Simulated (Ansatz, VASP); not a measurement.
## TaN in two plane-wave programs

One calculation is typed for both programs; each brings its own data sets. How far apart do they land? The cell is taken from a series of runs on this material, whose earlier steps may have relaxed, scaled, displaced or heated it; both programs get it as it stands.

Main program and level: Ansatz 0.2.0; plane waves, with VASP 6.6.1 beside it; zone-centre phonons at PBEsol.

**1. The starting structure**

The structure is hexagonal, space group P6/mmm (No. 191). Conventional cell: a = 5.160 Å, b = 5.160 Å, c = 2.894 Å, α = 90.00°, β = 90.00°, γ = 120.00°. Nearest to N lie 6 Ta at 2.08 to 2.58 Å. Nearest to Ta lie 6 N at 2.58 Å. Nearest to Ta lie 6 N at 2.08 Å. Farther neighbours and most contacts between anions are not listed.

As a file:

```
N Ta
1.0
     5.15990    0.00000    0.00000
    -2.57995    4.46860    0.00000
     0.00000    0.00000    2.89411
N Ta
3 3
Cartesian
  2.5799 0.0000 0.0000
  1.2900 2.2343 0.0000
  -1.2900 2.2343 0.0000
  0.0000 0.0000 0.0000
  0.0000 2.9791 1.4471
  2.5799 1.4895 1.4471
```

**2. VASP: zone-centre phonons, PBEsol**

Second derivatives magnify differences that forces hide, and they need a tight electronic threshold.

Lines of VASP's logs that name or quote its potential files are left out, and so is its time.

Contents of INCAR:

```
SYSTEM = TaN
PREC = Accurate
ENCUT = 600
EDIFF = 1E-08
NELM = 120
ISMEAR = 1
SIGMA = 0.2
LREAL = .FALSE.
ALGO = Normal
GGA = PS
NBANDS = 30
LASPH = .TRUE.
LORBIT = 11
LWAVE = .FALSE.
LCHARG = .FALSE.
ISIF = 2
IBRION = 8
GGA_COMPAT = .FALSE.
KPAR = 2
```

Contents of POSCAR:

```
TaN
1.0
    5.1598983103      0.0000000000      0.0000000000
   -2.5799491551      4.4686030176      0.0000000000
    0.0000000000      0.0000000000      2.8941076991
N Ta
3 3
Direct
    0.5000000000      0.0000000000      0.0000000000
    0.5000000000      0.5000000000      0.0000000000
    0.0000000000      0.5000000000      0.0000000000
    0.0000000000      0.0000000000      0.0000000000
    0.3333333333      0.6666666667      0.5000000000
    0.6666666667      0.3333333333      0.5000000000
```

Contents of KPOINTS:

```
Automatic mesh
0
Gamma
9 9 12
0 0 0
```

The projector-augmented-wave data sets are N and Ta_pv (PBE family, release 64).

Command:

```sh
$ mpirun -np 2 vasp_std
```

Numbers of over 12 decimals in the logs are rounded to 6 here.

The program printed:

```text
[banner, memory and clock lines left out]
running    2 mpi-ranks, on    1 nodes
 distrk:  each k-point on    1 cores,    2 groups
 distr:  one band on    1 cores,    1 groups

 POSCAR found type information on POSCAR N Ta
 POSCAR found :  2 types and       6 ions
|                                                                             |
|               ----> ADVICE to this user running VASP <----                  |
|                                                                             |
|     You enforced a specific xc type in the INCAR file but a different       |
|     [... a line on the potential file left out ...]
|     I HOPE YOU KNOW WHAT YOU ARE DOING!                                     |
|                                                                             |

 LDA part: xc-table for (Slater+PW92), standard interpolation
 POSCAR, INCAR and KPOINTS ok, starting setup
 FFT: planning ... GRIDC
 FFT: planning ... GRID_SOFT
 FFT: planning ... GRID
 WAVECAR not read
 entering main loop
       N       E                     dE             d eps       ncg     rms          rms(c)
DAV:   1     0.480155508251E+03    0.48016E+03   -0.28792E+04  5040   0.187E+03
DAV:   2    -0.450390580461E+02   -0.52519E+03   -0.50614E+03  5778   0.517E+02
DAV:   3    -0.778861019480E+02   -0.32847E+02   -0.32109E+02  6162   0.122E+02
DAV:   4    -0.786401370534E+02   -0.75404E+00   -0.74538E+00  6336   0.173E+01
DAV:   5    -0.786565326889E+02   -0.16396E-01   -0.16368E-01  6226   0.204E+00    0.479E+01
DAV:   6    -0.692286046851E+02    0.94279E+01   -0.52168E+01  6480   0.420E+01    0.211E+01
DAV:   7    -0.688577544475E+02    0.37085E+00   -0.47416E+00  6566   0.155E+01    0.117E+01
DAV:   8    -0.687062108422E+02    0.15154E+00   -0.92272E-01  6524   0.548E+00    0.353E+00
DAV:   9    -0.686812367623E+02    0.24974E-01   -0.10592E-01  6526   0.269E+00    0.458E-01
DAV:  10    -0.686803949054E+02    0.84186E-03   -0.21137E-02  6394   0.841E-01    0.197E-01
DAV:  11    -0.686798080460E+02    0.58686E-03   -0.49213E-03  6402   0.445E-01    0.477E-02
DAV:  12    -0.686797873027E+02    0.20743E-04   -0.21995E-04  6422   0.106E-01    0.177E-02
DAV:  13    -0.686797871642E+02    0.13850E-06   -0.11873E-05  6336   0.221E-02    0.603E-03
DAV:  14    -0.686797872315E+02   -0.67274E-07   -0.16255E-06  6880   0.870E-03    0.231E-03
DAV:  15    -0.686797871153E+02    0.11625E-06   -0.26507E-07  6706   0.355E-03    0.253E-04
DAV:  16    -0.686797871210E+02   -0.57680E-08   -0.15037E-08  4208   0.861E-04
   1 F= -.68679787E+02 E0= -.68680968E+02  d E =0.354339E-02
 Linear response reoptimize wavefunctions to high precision
DAV:   1    -0.686797871172E+02    0.38644E-08   -0.23372E-09  4060   0.389E-04
DAV:   2    -0.686797871172E+02   -0.74579E-10   -0.52629E-10  3960   0.147E-04
 Linear response DOF=           7
 Linear response progress:
  Degree of freedom:   1/  7
       N       E                     dE             d eps       ncg     rms          rms(c)
RMM:   1    -0.241869858427E+00   -0.24187E+00    0.14188E-01 21368   0.214E+00
RMM:   2    -0.239670790215E+00    0.21991E-02   -0.11557E-02 18044   0.435E-01    0.145E-01
RMM:   3    -0.240657977777E+00   -0.98719E-03   -0.22512E-03 17352   0.168E-01    0.729E-02
RMM:   4    -0.241694241917E+00   -0.10363E-02   -0.52950E-04 18169   0.905E-02    0.222E-02
RMM:   5    -0.241883185056E+00   -0.18894E-03   -0.69557E-05 18853   0.310E-02    0.732E-03
RMM:   6    -0.241892175231E+00   -0.89902E-05   -0.73975E-06 18791   0.979E-03    0.143E-03
RMM:   7    -0.241878174003E+00    0.14001E-04   -0.11951E-06 19583   0.320E-03    0.719E-04
RMM:   8    -0.241878310917E+00   -0.13691E-06   -0.83714E-07 20483   0.106E-03    0.412E-04
RMM:   9    -0.241878566597E+00   -0.25568E-06   -0.16704E-07 21157   0.488E-04    0.707E-05
RMM:  10    -0.241878739506E+00   -0.17291E-06   -0.14225E-08 20880   0.290E-04    0.308E-05
RMM:  11    -0.241878644390E+00    0.95116E-07    0.74195E-08 21315   0.235E-04    0.609E-06
RMM:  12    -0.241878689128E+00   -0.44738E-07   -0.98699E-08 21859   0.219E-04    0.236E-06
RMM:  13    -0.241878691416E+00   -0.22889E-08   -0.44494E-09 22323   0.214E-04    0.196E-06
 first order change of Fermi-energy   0.97828E-04
 force on displaced ion       1 direction 1 :   6.171  -0.000   0.000
 Linear response progress:
  Degree of freedom:   2/  7
       N       E                     dE             d eps       ncg     rms          rms(c)
RMM:   1    -0.256719845046E+00   -0.25672E+00    0.15506E-01 22081   0.248E+00
RMM:   2    -0.248267011277E+00    0.84528E-02   -0.19084E-02 17528   0.528E-01    0.498E-01
RMM:   3    -0.249187920089E+00   -0.92091E-03   -0.40144E-03 18873   0.248E-01    0.316E-01
RMM:   4    -0.250348284686E+00   -0.11604E-02   -0.64900E-04 16964   0.114E-01    0.102E-01
[...]
N       E                     dE             d eps       ncg     rms          rms(c)
RMM:   1    -0.239298713195E+00   -0.23930E+00    0.15613E-01 21669   0.241E+00
RMM:   2    -0.233481138511E+00    0.58176E-02   -0.14260E-02 17652   0.482E-01    0.285E-01
RMM:   3    -0.234476169089E+00   -0.99503E-03   -0.27061E-03 17854   0.209E-01    0.155E-01
RMM:   4    -0.236028581969E+00   -0.15524E-02   -0.10758E-03 17289   0.141E-01    0.354E-02
RMM:   5    -0.236081024128E+00   -0.52442E-04   -0.12193E-04 19476   0.409E-02    0.952E-03
[...]
RMM:   1    -0.110633874495E+00   -0.11063E+00    0.15395E+01  5941   0.162E+01
RMM:   2    -0.139678777110E+00   -0.29045E-01   -0.33452E-02  7756   0.893E-01    0.153E-01
RMM:   3    -0.137781635546E+00    0.18971E-02   -0.54629E-03  8308   0.251E-01    0.642E-02
RMM:   4    -0.136582072715E+00    0.11996E-02   -0.10119E-03  8869   0.116E-01    0.288E-02
RMM:   5    -0.136082540948E+00    0.49953E-03   -0.10462E-04  9890   0.347E-02    0.302E-03
RMM:   6    -0.136115509723E+00   -0.32969E-04   -0.10953E-05  9215   0.902E-03    0.131E-03
RMM:   7    -0.136115895313E+00   -0.38559E-06   -0.16834E-06  9650   0.300E-03    0.283E-04
RMM:   8    -0.136121171389E+00   -0.52761E-05   -0.18947E-06  9750   0.121E-03    0.850E-05
RMM:   9    -0.136121534865E+00   -0.36348E-06   -0.69944E-07 10195   0.676E-04    0.358E-05
RMM:  10    -0.136121853031E+00   -0.31817E-06   -0.45098E-07 10515   0.441E-04    0.218E-05
RMM:  11    -0.136121827728E+00    0.25304E-07   -0.24283E-07 10164   0.365E-04    0.108E-05
RMM:  12    -0.136121898944E+00   -0.71216E-07   -0.17885E-07 10753   0.317E-04    0.519E-06
RMM:  13    -0.136122018827E+00   -0.11988E-06   -0.92168E-08 10437   0.293E-04    0.335E-06
RMM:  14    -0.136121980908E+00    0.37918E-07   -0.88734E-08 10827   0.275E-04    0.186E-06
RMM:  15    -0.136122035493E+00   -0.54585E-07   -0.43940E-08 10819   0.264E-04    0.737E-07
RMM:  16    -0.136122031205E+00    0.42882E-08   -0.56845E-08 10540   0.257E-04    0.829E-07
 first order change of Fermi-energy   0.11466E-02
 force on displaced ion       4 direction 3 :  -0.000   0.000  -7.272
 Linear response progress:
  Degree of freedom:   6/  7
       N       E                     dE             d eps       ncg     rms          rms(c)
RMM:   1    -0.181334861557E+00   -0.18133E+00    0.10434E+01 17769   0.203E+01
RMM:   2    -0.210011278525E+00   -0.28676E-01   -0.53405E-02 28684   0.141E+00    0.218E-01
RMM:   3    -0.209578753142E+00    0.43253E-03   -0.78564E-03 30731   0.342E-01    0.118E-01
RMM:   4    -0.209077820085E+00    0.50093E-03   -0.94448E-04 35629   0.127E-01    0.469E-02
RMM:   5    -0.208898867950E+00    0.17895E-03   -0.10851E-04 36665   0.398E-02    0.188E-02
RMM:   6    -0.208827769948E+00    0.71098E-04   -0.70915E-05 35398   0.153E-02    0.464E-03
RMM:   7    -0.208821187826E+00    0.65821E-05   -0.67692E-05 35572   0.762E-03    0.165E-03
RMM:   8    -0.208818964811E+00    0.22230E-05   -0.26871E-05 35429   0.384E-03    0.855E-04
RMM:   9    -0.208820353692E+00   -0.13889E-05   -0.16522E-05 36847   0.164E-03    0.427E-04
RMM:  10    -0.208821125680E+00   -0.77199E-06   -0.98893E-06 35308   0.127E-03    0.176E-04
RMM:  11    -0.208821467548E+00   -0.34187E-06   -0.57813E-06 36483   0.762E-04    0.427E-05
RMM:  12    -0.208821646389E+00   -0.17884E-06   -0.32127E-06 36806   0.567E-04    0.223E-05
RMM:  13    -0.208821845824E+00   -0.19944E-06   -0.17422E-06 38513   0.473E-04    0.154E-05
RMM:  14    -0.208821814917E+00    0.30907E-07   -0.70098E-07 38657   0.425E-04    0.800E-06
RMM:  15    -0.208821799084E+00    0.15832E-07    0.46049E-08 40707   0.400E-04    0.101E-05
RMM:  16    -0.208821769052E+00    0.30032E-07    0.37393E-07 39371   0.386E-04    0.134E-05
RMM:  17    -0.208821734032E+00    0.35020E-07    0.86363E-07 41460   0.376E-04    0.155E-05
RMM:  18    -0.208821718668E+00    0.15364E-07    0.11575E-06 40883   0.370E-04    0.166E-05
RMM:  19    -0.208821674548E+00    0.44120E-07    0.14362E-06 40869   0.370E-04    0.211E-05
RMM:  20    -0.208821667873E+00    0.66754E-08    0.15715E-06 41984   0.366E-04    0.236E-05
RMM:  21    -0.208821696124E+00   -0.28251E-07    0.17319E-06 41019   0.364E-04    0.201E-05
RMM:  22    -0.208821710305E+00   -0.14181E-07    0.18181E-06 42566   0.362E-04    0.178E-05
RMM:  23    -0.208821707737E+00    0.25680E-08    0.19357E-06 43199   0.360E-04    0.175E-05
RMM:  24    -0.208821708182E+00   -0.44490E-09    0.19487E-06 42252   0.359E-04    0.175E-05
 first order change of Fermi-energy   0.39092E-04
 force on displaced ion       5 direction 1 : -29.439  -0.004   0.000
 Linear response progress:
  Degree of freedom:   7/  7
       N       E                     dE             d eps       ncg     rms          rms(c)
RMM:   1    -0.143333545109E+00   -0.14333E+00    0.10307E+01  7609   0.194E+01
RMM:   2    -0.169335825035E+00   -0.26002E-01   -0.44816E-02 11800   0.128E+00    0.150E-01
RMM:   3    -0.168900845966E+00    0.43498E-03   -0.84431E-03 13184   0.340E-01    0.777E-02
RMM:   4    -0.168331000013E+00    0.56985E-03   -0.79620E-04 14607   0.126E-01    0.260E-02
RMM:   5    -0.168145903004E+00    0.18510E-03   -0.82740E-05 14942   0.334E-02    0.774E-03
RMM:   6    -0.168089857099E+00    0.56046E-04   -0.26048E-05 14217   0.114E-02    0.149E-03
RMM:   7    -0.168087503155E+00    0.23539E-05   -0.19043E-05 14545   0.456E-03    0.536E-04
RMM:   8    -0.168087844501E+00   -0.34135E-06   -0.13818E-05 14960   0.216E-03    0.271E-04
RMM:   9    -0.168089151913E+00   -0.13074E-05   -0.88135E-06 14890   0.132E-03    0.860E-05
RMM:  10    -0.168089655238E+00   -0.50332E-06   -0.57933E-06 14182   0.915E-04    0.321E-05
RMM:  11    -0.168090094520E+00   -0.43928E-06   -0.36637E-06 14738   0.691E-04    0.152E-05
RMM:  12    -0.168090189050E+00   -0.94530E-07   -0.25303E-06 15828   0.544E-04    0.693E-06
RMM:  13    -0.168090239959E+00   -0.50909E-07   -0.17471E-06 15807   0.470E-04    0.505E-06
RMM:  14    -0.168090299591E+00   -0.59631E-07   -0.12247E-06 15815   0.427E-04    0.393E-06
RMM:  15    -0.168090379924E+00   -0.80334E-07   -0.85554E-07 15901   0.401E-04    0.197E-06
RMM:  16    -0.168090338045E+00    0.41879E-07   -0.58006E-07 16032   0.382E-04    0.408E-06
RMM:  17    -0.168090395217E+00   -0.57172E-07   -0.42925E-07 16136   0.370E-04    0.877E-07
RMM:  18    -0.168090392955E+00    0.22618E-08   -0.32146E-07 16965   0.361E-04    0.180E-06
RMM:  19    -0.168090396995E+00   -0.40399E-08   -0.26223E-07 16371   0.356E-04    0.213E-06
RMM:  20    -0.168090407148E+00   -0.10153E-07   -0.19580E-07 17079   0.352E-04    0.176E-06
RMM:  21    -0.168090432032E+00   -0.24884E-07   -0.16214E-07 17183   0.350E-04    0.245E-07
RMM:  22    -0.168090430298E+00    0.17343E-08   -0.12787E-07 16960   0.348E-04    0.533E-07
RMM:  23    -0.168090433268E+00   -0.29705E-08   -0.11562E-07 16808   0.347E-04    0.452E-07
RMM:  24    -0.168090434821E+00   -0.15528E-08   -0.96224E-08 17056   0.346E-04    0.436E-07
 first order change of Fermi-energy  -0.17269E-03
 force on displaced ion       5 direction 3 :   0.000  -0.000 -23.669
 Linear response finished
```

(Continued in part 2 of 2.)

[Lines on the potential files, build, host, timing and source positions are cut from VASP's logs without a mark.]

[Logs are printed without paths, hosts, clocks, repeated set-up lines and the standing remarks that a program may print on its own settings, such as how far it seeks lower states.]

[Hosts, paths, dates, database ids (printed as entryN), source tags and the programs' standing remarks are cut or masked in the printed files.]
